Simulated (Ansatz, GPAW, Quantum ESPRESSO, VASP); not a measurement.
## One calculation of In3As, 4 ways

```
In As
1.0
     4.67168    0.00000    0.00000
     0.00000    4.67168    0.00000
     0.00000    0.00000    4.67168
In As
3 1
Direct
  0.50000 0.50000 0.00000
  0.50000 0.00000 0.50000
  0.00000 0.50000 0.50000
  0.00000 0.00000 0.00000
```

The cell comes from a database or a generator and needn't be the stable form of this composition.

Alike in all runs: task equation of state; functional PBE; k mesh 6 × 6 × 6; occupations fermi-dirac, width 0.05 eV; no spin polarisation; no spin-orbit coupling.

```
                    program and potentials  plane-wave cutoff (eV)  notes  equilibrium volume (Å³/atom)  bulk modulus (GPa)
                        Ansatz, Ansatz PAW                     420      -                         25.86                40.4
GPAW, GPAW PAW data sets (gpaw-data 1.2.1)                     600      -                         25.71                40.8
      VASP, PBE PAW files As, In_d, 520 eV                     520      -                         25.88                40.4
 Quantum ESPRESSO, SSSP 1.3 efficiency PBE                     748      -                         25.85                40.4
```

The equilibrium volume spans 25.71 (GPAW, GPAW PAW data sets (gpaw-data 1.2.1)) to 25.88 Å³/atom (VASP, PBE PAW files As, In_d, 520 eV). The bulk modulus spans 40.4 (Ansatz, Ansatz PAW) to 40.8 GPa (GPAW, GPAW PAW data sets (gpaw-data 1.2.1)). For a metal such a mesh isn't converged, which the comparison doesn't need.

Differences between rows come from potentials, basis sets and numerical settings, since the functional is the same but for its coding. Runs on potential files found faulty are left out.
